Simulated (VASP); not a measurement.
Given:

```
CELL_PARAMETERS angstrom
      4.51645     0.00000     0.00000
      0.00000     4.51645     0.00000
      0.00000     0.00000     4.51645
ATOMIC_POSITIONS crystal
  Cs 0.00000 0.00000 0.00000
  I  0.50000 0.50000 0.50000
```

These are PBEsol GGA, VASP's PBE PAW potentials (set 64) (plane waves; VASP) values and carry that method's errors. Numerical set-up: 400 eV cut-off, 5×5×5 Γ-centred mesh, Gaussian smearing of 0.050 eV, potentials Cs_sv I.

Q: Estimate the energy per atom (σ→0).

A: 
```
Item                           Result
---------------------  --------------
energy per atom (σ→0)  -2.887 eV/atom
```

The absolute energy has meaning only against runs of the same code, potentials and settings.

The compound is CsI in the CsCl type structure. It was relaxed first. The start is the result of an earlier pass.
